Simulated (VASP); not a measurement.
Computed with optB88-vdW, VASP's PBE PAW potentials (set 64) (plane waves; VASP).

A VASP calculation is set up with these files.

### POSCAR
```
HfN
1
    0.0000000000     2.2891125348     2.2891125348
    2.2891125348     0.0000000000     2.2891125348
    2.2891125348     2.2891125348     0.0000000000
Hf N
1 1
Direct
  0.0000000000   0.0000000000   0.0000000000
  0.5000000000   0.5000000000   0.5000000000
```

**INCAR**
```
! general
SYSTEM   = HfN
PREC     = Accurate
ENCUT    = 520   ! plane-wave cut-off (eV)
LREAL    = .False.   ! projection in real space or not
LASPH    = .True.   ! aspherical one-centre terms

! electronic loop
EDIFF    = 1E-7
NELM     = 100   ! most electronic steps
ALGO     = Normal
LMAXMIX  = 6

! smearing
ISMEAR   = 1
SIGMA    = 0.1

! functional
GGA      = BO
LUSE_VDW = .True.
AGGAC    = 0.0
PARAM1   = 0.1833333333
PARAM2   = 0.22

! ions
ISIF     = 2   ! forces and stress, cell fixed

! output
LWAVE    = .False.
LCHARG   = .False.
```

File KPOINTS:
```
Automatic mesh
0
Gamma
14 14 14
0 0 0
```

POTCAR, in this order: Hf_pv N (PBE.64 set). Program: vasp_std.

Unless said otherwise, spin-orbit coupling is left out, though it shifts the bands of the heavy elements here.

Problem. Estimate the energy per atom (σ→0), pressure, band gap (on the k-mesh).

Solution. 
The energy per atom (σ→0) is -9.001 eV/atom and the band gap (on the k-mesh) is none (metal, semimetal or under 0.01 eV). The pressure is -7.59 GPa.

OSZICAR:
```
...
DAV:   8    -0.180218908627E+02    0.67681E-02   -0.22769E-01  2660   0.429E+00    0.795E+00
DAV:   9    -0.180031498023E+02    0.18741E-01   -0.10557E-01  2700   0.220E+00    0.142E+00
DAV:  10    -0.180028415745E+02    0.30823E-03   -0.25719E-03  2652   0.484E-01    0.499E-01
DAV:  11    -0.180028373501E+02    0.42244E-05   -0.53670E-04  2775   0.188E-01    0.573E-02
DAV:  12    -0.180028335584E+02    0.37917E-05   -0.21578E-05  2806   0.461E-02    0.599E-02
DAV:  13    -0.180028331297E+02    0.42874E-06   -0.28908E-06  3112   0.161E-02    0.171E-03
DAV:  14    -0.180028331236E+02    0.60793E-08   -0.14330E-07  1683   0.359E-03
   1 F= -.18002833E+02 E0= -.18002626E+02  d E =-.622430E-03
```

The compound is HfN in the rock salt structure. This cell is one point of a volume scan, at 1.03 of the reference volume. The electron count is odd and the run is not spin-polarised, which forces a metal.
